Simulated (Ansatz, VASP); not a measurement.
Two plane-wave programs on Zn4Ge

The input INCAR:

```
PREC = Accurate
ENCUT = 600
EDIFF = 1E-6
ISMEAR = 0
SIGMA = 0.1
LREAL = F
LASPH = T
NELM = 100
ALGO = Normal
ISIF = 3
LWAVE = F
LCHARG = F
GGA = PE
IBRION = 2
NSW = 100
EDIFFG = -0.01
```

The input KPOINTS:

```
Automatic mesh
0
Gamma
  8 8 8
```

POSCAR

```
Zn4Ge
1.0
    4.6905479987      0.0000000000      0.0000000000
    0.0000000000      4.6905479987      0.0000000000
    0.0000000000      0.0000000000      4.6905479987
Zn Ge
4 1
Direct
    0.0000000000      0.5000000000      0.5000000000
    0.5000000000      0.0000000000      0.5000000000
    0.5000000000      0.5000000000      0.0000000000
    0.5000000000      0.5000000000      0.5000000000
    0.0000000000      0.0000000000      0.0000000000
```

Input for Ansatz:

```yaml
crystal:
  lattice:
    - [4.6905479987, 0.0, 0.0]
    - [0.0, 4.6905479987, 0.0]
    - [0.0, 0.0, 4.6905479987]
  atoms:
    - { symbol: Zn, position: [0.0, 0.5, 0.5] }
    - { symbol: Zn, position: [0.5, 0.0, 0.5] }
    - { symbol: Zn, position: [0.5, 0.5, 0.0] }
    - { symbol: Zn, position: [0.5, 0.5, 0.5] }
    - { symbol: Ge, position: [0.0, 0.0, 0.0] }
basis:
  ecutwfc: 420
kpoints:
  mp_grid: { grid: [8, 8, 8] }
hamiltonian:
  xc: pbe
scf:
  occupations: { method: gaussian, width: 0.1 }
output:
  forces: true
  stress: true
  eigenvalues: true
  write_density: true
  write_potential: true
  elf: true
  volumetric_format: npy
relax:
  adjacent_minimum: "off"
  f_tol: 0.01
  max_steps: 80
  cell: { stress_tol: 0.05 }
```

Alike in both runs: task relaxation of cell and atoms; functional PBE; k mesh 8 × 8 × 8; occupations gaussian, width 0.1 eV; no spin polarisation.

|  | VASP | Ansatz |
| --- | --- | --- |
| version | VASP 6.6.1 | Ansatz 0.2.0 |
| potentials or method | VASP PAW PBE potentials, release 64 (Zn, Ge_d) | scalar-relativistic, plane waves, PAW |
| plane-wave cutoff (eV) | 600 | 420 |
| valence electrons in the cell | 62 | 62 |

|  | VASP | Ansatz | Ansatz less VASP |
| --- | --- | --- | --- |
| gap on the k mesh at the Fermi level, each at its own relaxed structure (eV) | none | none | - |
| relaxed volume (Å³/atom) | 20.45 | 20.35 | -0.095 |
| relaxed cell length with the largest relative difference (Å) | 4.676 | 4.669 | -0.0073 |

A gap of «none» marks a metal or a gap that the smearing closes.
